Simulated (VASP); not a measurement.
Consider the following.

```xyz
3
Lattice="0.0000 3.5892 3.5892 3.5892 0.0000 3.5892 3.5892 3.5892 0.0000" Properties=species:S:1:pos:R:3 pbc="T T T"
Sr     0.0000     0.0000     0.0000
Cl     1.7946     1.7946     1.7946
Cl     5.3838     5.3838     5.3838
```

Level of theory: PBE GGA, VASP's PBE PAW potentials (set 64) (plane waves; VASP). Run with 520 eV cut-off, 6×6×6 Γ-centred mesh, Gaussian smearing of 0.050 eV, potentials Sr_sv Cl.

### Question
Give the stress tensor in GPa (positive for a compressed cell).

### Answer

```
-1.66   0.00   0.00
 0.00  -1.66   0.00
 0.00   0.00  -1.66
```
The pressure is its mean diagonal, -1.66 GPa.

The compound is SrCl2 in the fluorite structure. This cell is one point of a volume scan, at 1.06 of the reference volume.
